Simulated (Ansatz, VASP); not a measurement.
# Si85Ge9 (amorphous Si0.9Ge0.1): VASP beside Ansatz, part 2 of 2

One calculation is typed for both programs; each brings its own data sets. How far apart do they land? Of the first pair: The structure shown is the start of the Ansatz relaxation below; VASP solves that cell, so the two are compared at the walk's first step.

VASP 6.6.1 and Ansatz 0.2.0.

So far. Step 3 (VASP: single point, PBE, start cell, pair 1): The run ends at a pressure of 0.72 GPa, with forces up to 0.15 eV/Å. Step 5 (VASP: single point, PBE, pair 2): The run ends at a pressure of 0.49 GPa, with forces up to 2.3 eV/Å.

### 6. Ansatz: single point, PBE, pair 2

Level of this step: Ansatz beside VASP: Kohn-Sham DFT, plane waves, PBE (Ansatz).

The same cell, functional, mesh and smearing now go to Ansatz, which takes its cutoff from its data sets.

The cell is taken from a series of runs on this material, whose earlier steps may have relaxed, scaled, displaced or heated it; both programs get it as it stands.

Contents of input.yaml:

```yaml
crystal:
  lattice:
    - [12.4022, 0.0, 0.0]
    - [0.0, 12.4022, 0.0]
    - [0.0, 0.0, 12.4022]
  atoms:
    - { symbol: Si, position: [0.89934, 0.74794, 0.29456] }
    - { symbol: Si, position: [0.56652, 0.41131, 0.17767] }
    - { symbol: Si, position: [0.90548, 0.22542, 0.34321] }
    - { symbol: Si, position: [0.2296, 0.2262, 0.48699] }
    - { symbol: Si, position: [0.14457, 0.73675, 0.88901] }
    - { symbol: Si, position: [0.90087, 0.59583, 0.42188] }
    - { symbol: Si, position: [0.33636, 0.23434, 0.32827] }
    - { symbol: Si, position: [0.6164, 0.23325, 0.42583] }
    - { symbol: Si, position: [0.32709, 0.04778, 0.35516] }
    - { symbol: Si, position: [0.7325, 0.73201, 0.21252] }
    - { symbol: Si, position: [0.94129, 0.90413, 0.70923] }
    - { symbol: Si, position: [0.13642, 0.50991, 0.99902] }
    - { symbol: Si, position: [0.39236, 0.11522, 0.87864] }
    - { symbol: Si, position: [0.21249, 0.74666, 0.07207] }
    - { symbol: Si, position: [0.64505, 0.99152, 0.02433] }
    - { symbol: Si, position: [0.79527, 0.77187, 0.68634] }
    - { symbol: Si, position: [0.94086, 0.94931, 0.29749] }
    - { symbol: Si, position: [0.37338, 0.94863, 0.19667] }
    - { symbol: Si, position: [0.19419, 0.99777, 0.68676] }
    - { symbol: Si, position: [0.0979, 0.74208, 0.53419] }
    - { symbol: Si, position: [0.60793, 0.93723, 0.43379] }
    - { symbol: Si, position: [0.12674, 0.55848, 0.81244] }
    - { symbol: Si, position: [0.59564, 0.7828, 0.34177] }
    - { symbol: Si, position: [0.93232, 0.67628, 0.60181] }
    - { symbol: Si, position: [0.08478, 0.09092, 0.8242] }
    - { symbol: Si, position: [0.93682, 0.23548, 0.58162] }
    - { symbol: Si, position: [0.07449, 0.02791, 0.15663] }
    - { symbol: Si, position: [0.73284, 0.3513, 0.66738] }
    - { symbol: Si, position: [0.61607, 0.62539, 0.47998] }
    - { symbol: Si, position: [0.8155, 0.46868, 0.789] }
[... 58 atom lines left out ...]
    - { symbol: Ge, position: [0.2636, 0.71349, 0.64648] }
    - { symbol: Ge, position: [0.73992, 0.23533, 0.95834] }
    - { symbol: Ge, position: [0.73862, 0.95799, 0.58163] }
    - { symbol: Ge, position: [0.05025, 0.33444, 0.96228] }
    - { symbol: Ge, position: [0.05824, 0.36318, 0.64974] }
    - { symbol: Ge, position: [0.0483, 0.48389, 0.38055] }
kpoints:
  mp_grid: { grid: [1, 1, 1] }
hamiltonian:
  xc: pbe
scf:
  occupations: { method: fermi_dirac, width: 0.025 }
output:
  forces: true
```

On the command line:

```
$ ansatz run input.yaml --threads 4 --pin off --max-ram 12288MiB --backend cpu --events-out ev --progress --plain --runs-dir out
```

Numbers of over 12 decimals in the logs are rounded to 6 here.

What it wrote:

```text
[...]
Crystal: 94 atoms, lattice volume = 1907.639 Å³
Basis set: ecut = 420 eV, 37385 PW (Γ), exchange–correlation on 180×180×180 points (8 copies of the dense FFT grid, shifted against one another)
Bands: 327, of which v1, the nominal top of the filled ones, is band 233 counted from 1 (232 counted from 0)
Symmetry: 1 space group operations
[...]
k-points: 1
[...]
atom   5  Si    -0.45071530     0.87871000     0.29586833
  atom   6  Si     0.00926419     1.15720847     0.67386675
  atom   7  Si     0.60511174     0.06667506     1.20144178
  atom   8  Si    -0.32043633    -0.63517492     0.57324010
[...]
atom  91  Ge     0.54966684    -0.86138980    -0.73458288
  atom  92  Ge    -0.27072797     0.06921695     0.64763653
  atom  93  Ge    -0.19676228     0.21398102     0.17391466
  atom  94  Ge     0.64926060    -0.47804219     0.39904538
  max |Σ_I F_I| component: 5.34e-6 eV/Å
[key lines of the parts left out:]
SCF converged after 11 iterations
Free energy (F): -92669.891846 eV
Fermi energy:    6.603146 eV
```

### 7. Comparison

Forces on 8 of the 94 atoms, those with the largest forces and the largest differences (eV/Å; atoms numbered as in POSCAR):

```csv
atom,"Ansatz x, y, z","VASP x, y, z"
Si2,"0.042, 0.349, -2.280","0.039, 0.352, -2.274"
Si4,"-0.248, 1.912, -0.961","-0.246, 1.908, -0.963"
Si9,"-0.827, -0.095, -1.719","-0.819, -0.097, -1.712"
Si23,"0.698, -2.045, -0.314","0.697, -2.040, -0.314"
Si40,"-1.729, 1.139, -1.093","-1.725, 1.142, -1.089"
Si72,"0.745, -1.295, 0.107","0.738, -1.288, 0.101"
Si75,"1.746, 0.730, -0.527","1.743, 0.730, -0.524"
Ge87,"1.021, -1.513, 1.044","1.015, -1.512, 1.032"
```

The forces differ by 3.1 meV/Å r.m.s., which is 0.4 % of the r.m.s. force of 0.705 eV/Å (both taken over all components).

### 8. Ansatz: relaxation, PBE

The two programs are compared at the cell with which this relaxation starts, whose forces are those of its first step. The cell compared in this pair holds 2035.88 Å³, against 1907.64 Å³ for the pair before.

The structure compared here is the start of the Ansatz relaxation; VASP solves that cell, so the two are compared at the walk's first step.

Contents of input.yaml:

```yaml
crystal:
  lattice:
    - [12.65448, 0.462, -0.19675]
    - [0.462, 12.6866, 0.09825]
    - [-0.19675, 0.09825, 12.70208]
  atoms:
    - { symbol: Si, position: [0.89589, 0.73591, 0.2769] }
    - { symbol: Si, position: [0.56385, 0.42348, 0.17662] }
    - { symbol: Si, position: [0.91052, 0.21889, 0.33645] }
    - { symbol: Si, position: [0.23249, 0.25253, 0.47354] }
    - { symbol: Si, position: [0.14984, 0.75783, 0.89341] }
    - { symbol: Si, position: [0.91396, 0.59233, 0.40801] }
    - { symbol: Si, position: [0.34728, 0.23522, 0.32802] }
    - { symbol: Si, position: [0.6294, 0.21451, 0.42663] }
    - { symbol: Si, position: [0.31605, 0.04485, 0.34242] }
    - { symbol: Si, position: [0.71434, 0.71557, 0.21823] }
    - { symbol: Si, position: [0.92646, 0.90045, 0.74224] }
    - { symbol: Si, position: [0.10489, 0.50989, 0.00559] }
    - { symbol: Si, position: [0.39689, 0.1223, 0.88923] }
    - { symbol: Si, position: [0.22358, 0.76774, 0.06898] }
    - { symbol: Si, position: [0.65685, 0.9851, 0.01834] }
    - { symbol: Si, position: [0.80724, 0.77501, 0.66967] }
    - { symbol: Si, position: [0.92549, 0.92336, 0.32525] }
    - { symbol: Si, position: [0.40126, 0.94636, 0.20657] }
    - { symbol: Si, position: [0.18338, 0.01484, 0.68592] }
    - { symbol: Si, position: [0.0923, 0.75671, 0.54153] }
    - { symbol: Si, position: [0.59539, 0.93461, 0.43241] }
    - { symbol: Si, position: [0.1243, 0.58015, 0.82984] }
    - { symbol: Si, position: [0.60325, 0.75847, 0.3618] }
    - { symbol: Si, position: [0.94142, 0.66239, 0.57937] }
    - { symbol: Si, position: [0.08628, 0.09366, 0.84205] }
    - { symbol: Si, position: [0.93335, 0.17185, 0.56147] }
    - { symbol: Si, position: [0.09742, 0.04478, 0.15012] }
    - { symbol: Si, position: [0.72844, 0.36273, 0.66804] }
    - { symbol: Si, position: [0.61868, 0.61115, 0.48886] }
    - { symbol: Si, position: [0.82346, 0.47879, 0.78424] }
[... 58 atom lines left out ...]
    - { symbol: Ge, position: [0.25831, 0.71562, 0.64378] }
    - { symbol: Ge, position: [0.74682, 0.24246, 0.96243] }
    - { symbol: Ge, position: [0.7215, 0.93696, 0.58225] }
    - { symbol: Ge, position: [0.05006, 0.33142, 0.96572] }
    - { symbol: Ge, position: [0.03942, 0.34983, 0.63922] }
    - { symbol: Ge, position: [0.06078, 0.46283, 0.36788] }
kpoints:
  mp_grid: { grid: [1, 1, 1] }
hamiltonian:
  xc: pbe
scf:
  occupations: { method: fermi_dirac, width: 0.025 }
output:
  forces: true
  eigenvalues: true
  stress: true
relax:
  f_tol: 0.05
  max_steps: 70
```

What it wrote:

```text
[...]
Crystal: 94 atoms, lattice volume = 2035.879 Å³
Basis set: ecut = 420 eV, 39791 PW (Γ), exchange–correlation on 180×180×180 points (8 copies of the dense FFT grid, shifted against one another)
Bands: 327, of which v1, the nominal top of the filled ones, is band 233 counted from 1 (232 counted from 0)
Symmetry: 1 space group operations
[...]
k-points: 1
[...]
- { symbol: Si, position: [0.250573, 0.527153, 0.700315] }
    - { symbol: Si, position: [0.889100, 0.990323, 0.499364] }
    - { symbol: Ge, position: [0.472888, 0.851108, 0.799434] }
    - { symbol: Ge, position: [0.408892, 0.973557, 0.501557] }
    - { symbol: Ge, position: [0.438424, 0.201248, 0.057281] }
    - { symbol: Ge, position: [0.255272, 0.717589, 0.646189] }
    - { symbol: Ge, position: [0.747179, 0.243028, 0.960497] }
    - { symbol: Ge, position: [0.722026, 0.935426, 0.582491] }
    - { symbol: Ge, position: [0.052808, 0.332143, 0.965985] }
    - { symbol: Ge, position: [0.050614, 0.357909, 0.642545] }
    - { symbol: Ge, position: [0.059424, 0.463327, 0.365983] }
```

### 9. VASP: single point, PBE, start cell, pair 3

The same cell, functional, mesh and smearing now go to VASP, with its own data sets.

Contents of INCAR:

```
SYSTEM = Si85Ge9
PREC = Accurate
ENCUT = 410
EDIFF = 1E-06
NELM = 120
ISMEAR = -1
SIGMA = 0.025
LREAL = Auto
ALGO = Normal
GGA = PE
NBANDS = 304
LORBIT = 11
LWAVE = .FALSE.
LCHARG = .FALSE.
ISIF = 2
LASPH = .TRUE.
GGA_COMPAT = .FALSE.
EFERMI = MIDGAP
NCORE = 2
```

Contents of POSCAR:

```
Si85Ge9
1.0
   12.6544800000      0.4620000000     -0.1967500000
    0.4620000000     12.6866000000      0.0982500000
   -0.1967500000      0.0982500000     12.7020800000
Si Ge
85 9
Direct
    0.8958873866      0.7359099315      0.2768965943
    0.5638478250      0.4234822157      0.1766190995
    0.9105209583      0.2188910282      0.3364519004
    0.2324867761      0.2525314821      0.4735390231
    0.1498410012      0.7578308011      0.8934067760
    0.9139624847      0.5923306452      0.4080139342
    0.3472814773      0.2352189033      0.3280185114
    0.6294004526      0.2145098625      0.4266276818
    0.3160500591      0.0448537731      0.3424223407
    0.7143433439      0.7155685943      0.2182274429
    0.9264567186      0.9004502205      0.7422415168
    0.1048901613      0.5098916378      0.0055928073
    0.3968913379      0.1222998550      0.8892301426
    0.2235789030      0.7677415148      0.0689775647
    0.6568498593      0.9850971507      0.0183394700
    0.8072399607      0.7750114478      0.6696682423
    0.9254905820      0.9233575105      0.3252514861
    0.4012589329      0.9463625305      0.2065699143
    0.1833815569      0.0148413280      0.6859209012
    0.0923029856      0.7567079464      0.5415265891
    0.5953927987      0.9346116497      0.4324109074
    0.1242991192      0.5801508932      0.8298370052
    0.6032463266      0.7584737981      0.3617965455
    0.9414190711      0.6623871623      0.5793731943
    0.0862779738      0.0936585268      0.8420489590
    0.9333511521      0.1718527597      0.5614712162
    0.0974237567      0.0447827383      0.1501225169
    0.7284420102      0.3627311475      0.6680388275
    0.6186766755      0.6111519690      0.4888631590
    0.8234631924      0.4787893096      0.7842396941
[... 58 atom lines left out ...]
    0.2583073988      0.7156220620      0.6437774060
    0.7468216971      0.2424613368      0.9624262595
    0.7214979551      0.9369619747      0.5822509549
    0.0500605338      0.3314197480      0.9657227336
    0.0394202946      0.3498324814      0.6392169551
    0.0607810293      0.4628328010      0.3678834762
```

Contents of KPOINTS:

```
Automatic mesh
0
Gamma
1 1 1
0 0 0
```

The projector-augmented-wave data sets are Si and Ge_d (PBE family, release 64).

On the command line:

```
$ mpirun -np 8 vasp_gam
```

What it wrote:

```text
[... set-up lines as in an earlier step ...]
 entering main loop
       N       E                     dE             d eps       ncg     rms          rms(c)
DAV:   1     0.572920619903E+04    0.57292E+04   -0.14287E+05   608   0.176E+03
DAV:   2     0.767425046326E+03   -0.49618E+04   -0.47526E+04   616   0.445E+02
DAV:   3    -0.347767866082E+03   -0.11152E+04   -0.10239E+04   736   0.175E+02
DAV:   4    -0.481371610367E+03   -0.13360E+03   -0.12831E+03   776   0.628E+01
[...]
DAV:  16    -0.480793467759E+03   -0.65617E-05   -0.72295E-06   648   0.443E-03    0.284E-03
DAV:  17    -0.480793469202E+03   -0.14437E-05   -0.11875E-06   472   0.208E-03    0.173E-03
DAV:  18    -0.480793469590E+03   -0.38778E-06   -0.50966E-07   408   0.141E-03
   1 F= -.48079347E+03 E0= -.48078241E+03  d E =-.221274E-01
```

Parts of OUTCAR (step 9):

```text
  FREE ENERGIE OF THE ION-ELECTRON SYSTEM (eV)
  ---------------------------------------------------
  free  energy   TOTEN  =      -480.7934695902 eV

  energy  without entropy=     -480.7713421894  energy(sigma->0) =     -480.78240589
```

The run ends at a pressure of -4.29 GPa, with forces up to 0.30 eV/Å.

### 10. Comparison

Forces on 10 of the 94 atoms, those with the largest forces and the largest differences (eV/Å; atoms numbered as in POSCAR):

```csv
atom,"Ansatz x, y, z","VASP x, y, z"
Si7,"-0.174, -0.015, -0.054","-0.178, -0.013, -0.057"
Si9,"0.156, -0.079, -0.044","0.161, -0.083, -0.044"
Si17,"-0.060, 0.271, 0.099","-0.064, 0.274, 0.099"
Si19,"-0.172, -0.184, 0.131","-0.176, -0.189, 0.131"
Si20,"-0.056, 0.214, 0.085","-0.058, 0.219, 0.086"
Si55,"0.082, 0.210, 0.080","0.083, 0.214, 0.083"
Si58,"-0.144, -0.161, 0.093","-0.145, -0.164, 0.095"
Si83,"0.050, 0.188, -0.137","0.051, 0.191, -0.139"
Ge86,"0.035, -0.034, 0.213","0.038, -0.034, 0.218"
Ge93,"0.170, 0.163, 0.117","0.173, 0.166, 0.119"
```

The forces differ by 2.0 meV/Å r.m.s., which is 2.2 % of the r.m.s. force of 0.090 eV/Å (both taken over all components).

### 11. What came out

```
r.m.s. force difference (single point, PBE, start cell, pair 1) : 2.4 meV/Å
r.m.s. force difference (single point, PBE, pair 2)             : 0.44 % of the r.m.s. force
r.m.s. force difference (single point, PBE, start cell, pair 3) : 2.0 meV/Å
```

What this shows: The r.m.s. force difference is 2.4 meV/Å (single point, PBE, start cell, pair 1), within the 12 meV/Å picked in this series as the mark of a large difference. 6 further pairs of this series are not shown here. Such differences can come from data sets, numerical settings and the points named under the comparisons, not from the functional's error against experiment.

[Lines on the potential files, build, host, timing and source positions are cut from VASP's logs without a mark.]

[Logs are printed without paths, hosts, clocks, repeated set-up lines and the standing remarks that a program may print on its own settings, such as how far it seeks lower states.]

[Hosts, paths, dates, database ids (printed as entryN), source tags and the programs' standing remarks are cut or masked in the printed files.]
